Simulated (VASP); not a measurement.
OSZICAR of a VASP run on Ir3Rh (ordered alloy cell):

File OSZICAR:
```
       N       E                     dE             d eps       ncg     rms          rms(c)
DAV:   1     0.378912731169E+03    0.37891E+03   -0.18978E+04  2818   0.143E+03
DAV:   2    -0.174021041605E+02   -0.39631E+03   -0.38706E+03  2490   0.476E+02
DAV:   3    -0.396083241786E+02   -0.22206E+02   -0.21099E+02  3271   0.106E+02
DAV:   4    -0.404664381176E+02   -0.85811E+00   -0.83223E+00  2867   0.208E+01
DAV:   5    -0.404930621371E+02   -0.26624E-01   -0.26451E-01  3191   0.317E+00    0.297E+01
DAV:   6    -0.399834108125E+02    0.50965E+00   -0.25299E+01  3588   0.395E+01    0.215E+01
DAV:   7    -0.408426798373E+02   -0.85927E+00   -0.66994E+01  3700   0.524E+01    0.173E+01
DAV:   8    -0.379071794888E+02    0.29355E+01   -0.95896E+00  3920   0.263E+01    0.473E+00
DAV:   9    -0.378061162733E+02    0.10106E+00   -0.32370E+00  3660   0.153E+01    0.376E+00
DAV:  10    -0.377156239506E+02    0.90492E-01   -0.54135E-01  3762   0.738E+00    0.208E+00
DAV:  11    -0.377240666227E+02   -0.84427E-02   -0.10558E-01  3649   0.268E+00    0.120E+00
DAV:  12    -0.377095244610E+02    0.14542E-01   -0.57991E-02  3663   0.182E+00    0.242E-01
DAV:  13    -0.377090944272E+02    0.43003E-03   -0.33810E-03  3191   0.415E-01    0.109E-01
DAV:  14    -0.377089959202E+02    0.98507E-04   -0.57427E-04  3941   0.155E-01    0.457E-02
DAV:  15    -0.377089800041E+02    0.15916E-04   -0.93534E-05  3432   0.608E-02    0.163E-02
DAV:  16    -0.377089796746E+02    0.32953E-06   -0.59090E-06  2162   0.155E-02
   1 F= -.37708980E+02 E0= -.37709731E+02  d E =-.377090E+02
       N       E                     dE             d eps       ncg     rms          rms(c)
DAV:   1    -0.377131844948E+02   -0.42045E-02   -0.16108E-01  2460   0.328E+00    0.520E-01
DAV:   2    -0.377179465287E+02   -0.47620E-02   -0.99114E-02  3495   0.238E+00    0.891E-01
DAV:   3    -0.377093998645E+02    0.85467E-02   -0.69542E-02  3656   0.199E+00    0.203E-01
DAV:   4    -0.377091435263E+02    0.25634E-03   -0.59569E-03  3774   0.726E-01    0.148E-01
DAV:   5    -0.377087658694E+02    0.37766E-03   -0.22382E-03  3819   0.480E-01    0.369E-02
DAV:   6    -0.377087627769E+02    0.30925E-05   -0.10570E-04  2837   0.794E-02    0.162E-02
DAV:   7    -0.377087623301E+02    0.44674E-06   -0.12508E-05  3071   0.286E-02    0.421E-03
DAV:   8    -0.377087623967E+02   -0.66563E-07   -0.12993E-06  1281   0.122E-02
   2 F= -.37708762E+02 E0= -.37709513E+02  d E =0.217278E-03
       N       E                     dE             d eps       ncg     rms          rms(c)
DAV:   1    -0.377108025440E+02   -0.20402E-02   -0.60141E-02  2452   0.201E+00    0.323E-01
DAV:   2    -0.377128278659E+02   -0.20253E-02   -0.40070E-02  3503   0.151E+00    0.548E-01
DAV:   3    -0.377093571037E+02    0.34708E-02   -0.28577E-02  3681   0.123E+00    0.121E-01
DAV:   4    -0.377092785169E+02    0.78587E-04   -0.23664E-03  3812   0.467E-01    0.927E-02
DAV:   5    -0.377091271274E+02    0.15139E-03   -0.88174E-04  3812   0.302E-01    0.229E-02
DAV:   6    -0.377091243973E+02    0.27301E-05   -0.39179E-05  2756   0.483E-02    0.956E-03
DAV:   7    -0.377091233545E+02    0.10428E-05   -0.43710E-06  2105   0.181E-02    0.252E-03
DAV:   8    -0.377091232872E+02    0.67278E-07   -0.69580E-07  1257   0.878E-03
   3 F= -.37709123E+02 E0= -.37709876E+02  d E =-.143613E-03
```

**Question.** Which electronic solver shows in the log?

**Answer.** It is blocked Davidson (ALGO = Normal, or the opening steps of other solvers). The INCAR had ALGO = Normal.

**Question.** Can the final energy be trusted as converged?

**Answer.** Self-consistency was reached. It stopped with EDIFF = 1E-6, NELM = 100, NSW = 60 and EDIFFG = -0.02 after 3 ionic steps (PBEsol GGA, plane waves, VASP's PBE PAW potentials (set 64)).

The structure was generated: Ir3Rh was put into an ordered model structure (R-3m), which need not be its known phase. This run relaxes it. Symmetry was kept, so distortions that lower it aren't found. The start is the result of an earlier pass. VASP warned that the highest band is occupied, so more bands are needed.
